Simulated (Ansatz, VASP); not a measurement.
## Co (Cobalt) in two plane-wave programs

Wanted: the spread between two codes on one cell, functional and k mesh. The structure shown comes from an earlier Ansatz run, which isn't shown and may have moved the atoms alone.

Main program and level: Ansatz 0.2.0; plane waves, with VASP 6.6.1 beside it; elastic constants at LDA.

### Step 1. Starting point

The structure is hexagonal, space group P6_3/mmc (No. 194). Conventional cell: a = 2.430 Å, b = 2.430 Å, c = 3.921 Å, α = 90.00°, β = 90.00°, γ = 120.00°. Nearest to Co lie 12 Co at 2.41 to 2.43 Å.

Structure file:

```cif
data_structure
_symmetry_space_group_name_H-M 'P6_3/mmc'
_symmetry_Int_Tables_number 194
_cell_length_a 2.4304
_cell_length_b 2.4304
_cell_length_c 3.9210
_cell_angle_alpha 90.000
_cell_angle_beta 90.000
_cell_angle_gamma 120.000
_cell_volume 20.06
loop_
_atom_site_label
_atom_site_type_symbol
_atom_site_symmetry_multiplicity
_atom_site_Wyckoff_symbol
_atom_site_fract_x
_atom_site_fract_y
_atom_site_fract_z
_atom_site_occupancy
Co1 Co 2 c 0.33333 0.66667 0.25000 1
```

### Step 2. Ansatz: elastic constants, LDA

Ansatz runs on its default PAW (the set named soft_2) files.

Elastic constants are differences of stresses under small strains, so they test the stress and the mesh.

input.yaml

```yaml
crystal:
  lattice:
    - [2.4303523511, 0.0, 0.0]
    - [-1.2151761755, 2.1047468762, 0.0]
    - [0.0, 0.0, 3.9210290211]
  atoms:
    - { symbol: Co, position: [0.3333333333, 0.6666666667, 0.25], spin: 1.75 }
    - { symbol: Co, position: [0.6666666667, 0.3333333333, 0.75], spin: 1.75 }
kpoints:
  mp_grid: { grid: [18, 18, 10] }
hamiltonian:
  xc: lda
scf:
  occupations: { method: methfessel_paxton, width: 0.25 }
output:
  forces: true
  stress: true
  eigenvalues: true
  populations: true
basis:
  ecutwfc: 550.0
magnetization:
  spin_polarized: true
elastic:
  mode: relaxed_ion
  stencil: two_point
  amplitude: 0.01
```

Launch:

```
$ ansatz run input.yaml --threads 4 --pin off --max-ram 16384MiB --backend cpu --events-out ev --progress --plain --runs-dir out
```

Numbers of over 12 decimals in the logs are rounded to 6 here.

Log:

```text
Engine: ansatz 0.2.0, aarch64-unknown-linux-gnu
Pseudopotentials: kind: paw
Pseudopotential: Co, paw, valence charge 17, recommended cutoff 420 eV (normal), Co.paw.azcp
Functional definition: SPW92
  exchange = slater_x
  correlation = pw_c
Crystal: 2 atoms, lattice volume = 20.057 Å³
Basis set: ecut = 550 eV, 579 PW (Γ)
Bands: 23, of which v1, the nominal top of the filled ones, is band 17 counted from 1 (16 counted from 0)
Symmetry: 24 space group operations
Space group: P63/mmc (ITA 194), of the structure as read, at distance tolerance 2.7e-5 Å
Magnetic group: BNS 194.263 (UNI 1493), of the structure as read, at distance tolerance 2.7e-5 Å
k-points: 222 of 3240
Non-local potential: Co, projectors of the file, l = 0: 3, l = 1: 2, l = 2: 3, l = 3: 1
PAW form: soft (Blöchl's): semilocal exchange-correlation on the pseudo side does not see the compensation charge
PAW frozen core: Co, regenerated for the run's functional, and the local potential with it (the file was generated under x = pbe(κ = 0.804, μ = 0.219515), c = pbe(β = 0.066725))
PAW one-centre angular grid: Co, 590 points (default); XC on 64 Gauss nodes
Initial density: superposition of atomic densities (chi_scale 0.1, normalization cell)
Starting moments: Σ|m| = 3.5 μB on 2 of 2 sites
Initial wavefunctions: pseudopotential atomic-orbital guess
Functional: x = slater, c = lda
SCF 1 converged in 14 iterations: F = -10125.536737 eV  dr2 = 5.31e-9
  greatest PAW one-centre occupation: 1.003 electrons in one spin orbital (limit 2), on the Co atom at site 1 (counted from 0), in its partial waves of l = 1
Initial density: read from a saved state, or passed on in memory by an earlier SCF of this step, an earlier step, the calling program or the single point that the run made first
Stability of the state it starts from, as read at its close in the collinear treatment: not read, because cold or Methfessel-Paxton smearing, or corrected tetrahedra, fill the levels in a way that the test cannot read (fill_not_monotonic); its run was given moments
Starting moments: Σ|m| = 3.5 μB on 2 of 2 sites; this step starts from the density that it was given
iter 1 solved again at ethr=4.29e-9 eV; its pass at ethr=3.10e-3 eV (dr2=1.46e-6 eV) is discarded
SCF iter   1: F=—  HF=-10125.536737 eV  |F-HF|=—  |Δ(HF+E_count)|=         —  Δρ=9.94e-6 (↑9.94e-6 ↓5.75e-6)  dr2=6.77e-9  dr2_m=8.11e-9  M=3.097 μB ∫|m|=3.294 μB  β_m=0.30  ethr=4.29e-9  ⟨swp⟩=4.0  Hψ=72503  notcnv=0
preconditioner: auto → none  [metal: Δε(μ)=0.008 eV  Ē_g=10.132 eV  σ=0.250 eV  W_gap=0.03  n_scr=2 (ndim 8)  ℏωp=35.2 eV  f_vac=0.000  D(μ)=1.54/eV (n_scr^D=22)]
SCF iter   2: F=—  HF=-10125.536737 eV  |F-HF|=—  |Δ(HF+E_count)|=   1.77e-8  S|Δr|=    0.00e0  Δρ=7.25e-6 (↑3.69e-6 ↓7.25e-6)  dr2=1.68e-9  dr2_m=5.10e-9  M=3.097 μB ∫|m|=3.294 μB  β_m=0.40  ethr=1.99e-11  ⟨swp⟩=2.3  Hψ=17077  notcnv=0
SCF iter   3: F=—  HF=-10125.536737 eV  |F-HF|=—  |Δ(HF+E_count)|=  3.24e-10  S|Δr|=    0.00e0  Δρ=4.90e-6 (↑4.90e-6 ↓3.04e-6)  dr2=4.71e-10  dr2_m=2.81e-9  M=3.097 μB ∫|m|=3.294 μB  β_m=0.63  ethr=4.93e-12  ⟨swp⟩=2.2  Hψ=14927  notcnv=0
SCF iter   4: F=—  HF=-10125.536737 eV  |F-HF|=—  |Δ(HF+E_count)|=  6.15e-10  S|Δr|=    0.00e0  Δρ=9.47e-7 (↑9.47e-7 ↓6.04e-7)  dr2=1.36e-11  dr2_m=1.10e-10  M=3.097 μB ∫|m|=3.294 μB  β_m=0.68  ethr=1.39e-12  ⟨swp⟩=2.2  Hψ=14726  notcnv=0
SCF iter   5: F=—  HF=-10125.536737 eV  |F-HF|=—  |Δ(HF+E_count)|=  1.82e-11  S|Δr|=    0.00e0  Δρ=6.59e-8 (↑5.63e-8 ↓6.59e-8)  dr2=7.63e-14  dr2_m=6.44e-13  M=3.097 μB ∫|m|=3.294 μB  β_m=0.83  ethr=1.00e-12  ⟨swp⟩=3.6  Hψ=43946  notcnv=0
SCF iter   6: F=-10125.536737 eV  HF=-10125.536737 eV  |F-HF|=3.64e-12  |Δ(HF+E_count)|=    0.00e0  S|Δr|=    0.00e0  Δρ=1.30e-8 (↑5.22e-9 ↓1.30e-8)  dr2=1.50e-14  dr2_m=1.09e-14  M=3.097 μB ∫|m|=3.294 μB  ethr=1.00e-12  ⟨swp⟩=4.0  Hψ=30802  notcnv=0
SCF 2 converged in 6 iterations: F = -10125.536737 eV  dr2 = 1.50e-14
Crystal: 2 atoms, lattice volume = 19.857 Å³
Basis set: ecut = 550 eV, 575 PW (Γ)
Symmetry: 8 space group operations
k-points: 546 of 3240
Initial density: handed on by an earlier stage of this run
Initial wavefunctions: pseudopotential atomic-orbital guess (no wavefunctions were taken with the density)
iter 1 solved again at ethr=2.50e-3 eV; its pass at ethr=3.10e-3 eV (dr2=8.50e-1 eV) is discarded
SCF iter   1: F=—  HF=-10125.742403 eV  |F-HF|=—  |Δ(HF+E_count)|=         —  Δρ=5.69e-2 (↑5.69e-2 ↓4.73e-2)  dr2=8.51e-1  dr2_m=8.02e-3  M=3.051 μB ∫|m|=3.245 μB  β_m=0.30  ethr=2.50e-3  ⟨swp⟩=1.0  Hψ=123992  notcnv=0
preconditioner: auto → none  [metal: Δε(μ)=0.002 eV  Ē_g=10.156 eV  σ=0.250 eV  W_gap=0.01  n_scr=2 (ndim 8)  ℏωp=35.4 eV  f_vac=0.000  D(μ)=1.97/eV (n_scr^D=22)]
[...]
SCF iter   5: F=—  HF=-10125.535977 eV  |F-HF|=—  |Δ(HF+E_count)|=  5.46e-12  S|Δr|=    0.00e0  Δρ=3.02e-8 (↑2.30e-8 ↓3.02e-8)  dr2=1.19e-13  dr2_m=7.92e-14  M=3.097 μB ∫|m|=3.294 μB  β_m=0.86  ethr=9.82e-15 (applied; sched 1.00e-12)  ⟨swp⟩=2.5  Hψ=68432  notcnv=0  defer=22
[...]
SCF 20 converged in 7 iterations: F = -10125.535977 eV  dr2 = 1.89e-14
[...]
SCF 21 converged in 7 iterations: F = -10125.535977 eV  dr2 = 3.08e-15
relax step   4: F+E_penalty+E_count = -10125.53597670 eV  Δ(F+E_penalty+E_count) = -4.291e-9 eV  max|allowed force component| = 2.347e-6 eV/Å  Δτ_max = 0.0000 Å  (7 SCF iters, accepted)
iter 1 solved again at ethr=1.00e-12 eV; its pass at ethr=3.10e-3 eV (dr2=9.68e-15 eV) is discarded
SCF iter   1: F=—  HF=-10125.535977 eV  |F-HF|=—  |Δ(HF+E_count)|=         —  Δρ=6.40e-9 (↑5.89e-9 ↓6.40e-9)  dr2=3.14e-15  dr2_m=5.10e-15  M=3.097 μB ∫|m|=3.294 μB  β_m=0.30  ethr=1.00e-12  ⟨swp⟩=2.5  Hψ=171738  notcnv=0
SCF iter   2: F=-10125.535977 eV  HF=-10125.535977 eV  |F-HF|=3.64e-12  |Δ(HF+E_count)|=    0.00e0  S|Δr|=    0.00e0  Δρ=4.51e-9 (↑3.65e-9 ↓4.51e-9)  dr2=4.27e-16  dr2_m=2.74e-15  M=3.097 μB ∫|m|=3.294 μB  ethr=1.00e-12  ⟨swp⟩=4.0  Hψ=131867  notcnv=0
SCF 22 converged in 2 iterations: F = -10125.535977 eV  dr2 = 4.27e-16
SCF converged after 6 iterations
Stability not checked: this state was not tested for a lower state beside it, because cold or Methfessel-Paxton smearing, or corrected tetrahedra, fill the levels in a way that the test cannot read (fill_not_monotonic; see scf.lower_state_search)
Magnetization: 3.0969 μB (18.5484 up, 15.4516 down)
Absolute magnetization: 3.2950 μB (∫|ρ↑−ρ↓|, with the PAW one-centre terms)
Spin contamination: 0.0321 ħ² per cell (⟨S²⟩ above its minimum at these occupations)
Per-site moments (μB) at R_I (Å): [(1.594180, 0.994500), (1.594180, 0.994500)]
Free energy (F): -10125.536737 eV
Harris-Foulkes:  -10125.536737 eV  (|F-HF|=3.64e-12)
Internal energy: -10125.548254 eV  (E = F + TS)
E sigma→0 (E₀):  -10125.539616 eV
Entropy (-TS):   0.011517 eV (5.759 meV/atom)
Fermi energy:    20.038234 eV
--- Per-component energies (eV) ---
  E_band       = -435.542081
  E_kinetic    = 912.884623
  E_local      = -5447.310367  (includes V_loc(G=0)·N_el)
  E_nonlocal   = 917.875276
  E_hartree    = 2285.262637
  E_xc         = -317.055741
  E_vxc        = -411.632915  (∫ρ·V_xc dr)
  E_paw        = -2904.714867  (= ΣΔE_a)
  E_vpaw       = -977.883995  (= ΣTr[D̂ρ^β])
  E_aug_tail   = 0.000035  (compensation charges beyond the density's cutoff)
  E_ewald      = -5573.326352
  E_core_change = 0.836501  (= ΣΔE_core)
  E_smearing   = 0.011517  (= −TS)
  E_closure    = -0.000000  (closes the sum)
  Σ components = -10125.536737   (vs F -10125.536737, Δ=0.00e0)
--- Forces (eV/Å), atoms counted from 1 ---
  atom   1  Co     0.00000000    -0.00000000     0.00000000
  atom   2  Co    -0.00000000     0.00000000    -0.00000000
  max |Σ_I F_I| component: 0.00e0 eV/Å
--- Stress (GPa, compression-positive) ---
        0.000205       0.000000      -0.000000
        0.000000       0.000205      -0.000000
        0.000000      -0.000000      -0.000534
  P = ⅓ Tr σ = -0.0000 GPa (-0.000 kbar)
--- Band table (eV; the first three rows and the last of 444) ---
  k-point 0 ↑: bands = [... 13 lower, 17.7969, 17.7969, 18.1975, 18.1975, 19.4832, 19.4832, 19.8724, 27.1625, ... 2 higher]
  k-point 1 ↑: bands = [... 13 lower, 17.7640, 17.7640, 18.2732, 18.2732, 19.4680, 19.4780, 19.4780, 27.7682, ... 2 higher]
  k-point 2 ↑: bands = [... 13 lower, 17.6761, 17.6761, 18.4573, 18.4573, 18.5876, 19.4545, 19.4545, 29.2789, ... 2 higher]
  k-point 221 ↓: bands = [... 13 lower, 18.1387, 19.7910, 19.7910, 21.2241, 21.2241, 26.9333, 26.9333, 28.7387, ... 2 higher]
--- Elastic constants: 3 strain directions × 2 members + reference (group order 24) ---
  dense FFT box of the reference and of every strained cell: 20×20×32
  strains applied: 11, 33, 23; error gains: componentwise 1.00 (the most a stress slope's error grows in a printed constant), spectral 1.41 (1 for all six strains in a standard setting)
  C = ∂σ_k/∂η_j (tension-positive GPa; Voigt order 11 22 33 23 13 12):
       460.725    213.616    149.577     -0.000      0.000      0.000
       213.616    460.725    149.577     -0.000      0.000      0.000
       149.360    149.360    519.832     -0.000      0.000     -0.000
        -0.000      0.000     -0.000    121.283     -0.000     -0.000
        -0.000     -0.000      0.000      0.000    121.283     -0.000
        -0.000      0.000     -0.000     -0.000      0.000    123.555
  reference stress σ⁰ (GPa):     -0.000     -0.000      0.001      0.000      0.000     -0.000
  C* (energy form; C + prestress term) asymmetry max|C*_kj − C*_jk| = 2.159e-1 GPa — a small one proves nothing (zero by symmetry where the batch's group is 432, −43m or m−3m); a large one is finite-difference/SCF noise where every solve meets its electron count
  moduli (Voigt/Reuss/Hill, GPa): K = 274.04/274.04/274.04   G = 135.14/131.39/133.27   E = 344.03   ν = 0.291
  mechanically stable: yes (min eigenvalue of sym C = 121.28 GPa)
  strain η (Voigt 11):  stress-route row diagonal C_11 = 460.73 GPa, energy-path curvature d²(F+E_count+ΔE)/dδ²/Ω₀ = 460.62 GPa
         δ    σ_11 (GPa)             F (eV)   n_scf  n_hpsi   n_pw
    -1.000e-2      -4.8024      -10125.5337718       2  211991    596   relax 4 steps, max|allowed force component| 3.18e-7 eV/Å
     1.000e-2       4.4121      -10125.5339341       2  207277    610   relax 3 steps, max|allowed force component| 5.78e-6 eV/Å
  strain η (Voigt 33):  stress-route row diagonal C_33 = 519.83 GPa, energy-path curvature d²(F+E_count+ΔE)/dδ²/Ω₀ = 520.12 GPa
         δ    σ_33 (GPa)             F (eV)   n_scf  n_hpsi   n_pw
    -1.000e-2      -5.3810      -10125.5334059      10  207716    594   relax 0 steps, max|allowed force component| 1.62e-17 eV/Å
     1.000e-2       5.0157      -10125.5335564       9  199543    615   relax 0 steps, max|allowed force component| 2.08e-17 eV/Å
  strain η (Voigt 23):  stress-route row diagonal C_44 = 121.28 GPa, energy-path curvature d²(F+E_count+ΔE)/dδ²/Ω₀ = 121.35 GPa
         δ    σ_23 (GPa)             F (eV)   n_scf  n_hpsi   n_pw
    -1.000e-2      -1.2128      -10125.5359767       2  336219    601   relax 3 steps, max|allowed force component| 1.65e-5 eV/Å
     1.000e-2       1.2128      -10125.5359767       2  334171    601   relax 4 steps, max|allowed force component| 2.35e-6 eV/Å
--- Löwdin populations: 2 sites ---
  site symbol       q [e]    m [muB]
     0     Co     16.7917     1.5939
     1     Co     16.7917     1.5939
  spilling = 0.012254 (of n_electrons = 34.000000)
```

[end of part 1 of 2]

[Lines on the potential files, build, host, timing and source positions are cut from VASP's logs without a mark.]

[Logs are printed without paths, hosts, clocks, repeated set-up lines and the standing remarks that a program may print on its own settings, such as how far it seeks lower states.]

[Hosts, paths, dates, database ids (printed as entryN), source tags and the programs' standing remarks are cut or masked in the printed files.]
